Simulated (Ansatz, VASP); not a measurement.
ReS: VASP beside Ansatz

```
Re S
1.0
     0.00000    2.59246    2.59246
     2.59246    0.00000    2.59246
     2.59246    2.59246    0.00000
Re S
1 1
Direct
  0.00000 0.00000 0.00000
  0.25000 0.25000 0.25000
```

The cell was built by a generator and needn't be a form met in nature.

Alike in both runs: task relaxation of cell and atoms; functional PBEsol; k mesh 14 × 14 × 14; occupations gaussian, width 0.1 eV; no spin polarisation.

```csv
,VASP,Ansatz
version,VASP 6.6.1,Ansatz 0.2.0
potentials or method,"VASP PAW PBE potentials, release 64 (Re, S)","scalar-relativistic, plane waves, PAW"
plane-wave cutoff (eV),600,420
valence electrons in the cell,13,21
```

Ansatz gave:

```
gap on the k mesh at the Fermi level, each at its own relaxed structure (eV) : none
relaxed volume (Å³/atom)                                                     : 17.42
relaxed cell length with the largest relative difference (Å)                 : 3.666
```

Estimate VASP's values.

gap on the k mesh at the Fermi level, each at its own relaxed structure (eV): none; relaxed volume (Å³/atom): 17.59; relaxed cell length with the largest relative difference (Å): 3.678.

A gap of «none» marks a metal or a gap that the smearing closes. The two sets of potentials don't hold the same shells in valence.

Caveats: the PAW data sets were made with another functional, which shifts forces and pressure a little (VASP). Spin-orbit coupling is left out, which matters for the levels of Re.
